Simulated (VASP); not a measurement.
Data:

```
CELL_PARAMETERS angstrom
      3.44112     0.00000     0.00000
      0.00000     3.44112     0.00000
      0.00000     0.00000     3.44112
ATOMIC_POSITIONS crystal
  Ho 0.00000 0.00000 0.00000
  Pd 0.50000 0.50000 0.50000
```

Level of theory: SCAN meta-GGA, VASP's PBE PAW potentials (set 64) (plane waves; VASP). Numerical set-up: 400 eV cut-off, 12×12×12 Γ-centred mesh, tetrahedra with Blöchl corrections, potentials Ho_3 Pd.

The 4f electrons are frozen in the core of the lanthanide potential, so 4f levels, which can set the real gap, and their magnetism are missing.

Task: What does the run give for the energy per atom (σ→0), band gap (over mesh and band path) with the smallest direct gap where there is one?

Result: 
| Property | Result |
|---|---|
| band gap (over mesh and band path) | none (metal, semimetal or under 0.01 eV) |
| energy per atom (σ→0) | -41.901 eV/atom |

Total energies compare only between runs with the same potentials, cut-off and functional.

The structure comes from a measured HoPd entry (Pm-3m) of the Crystallography Open Database, whose conditions weren't checked. It was relaxed first. The electron count is odd and the run is not spin-polarised, which forces a metal.
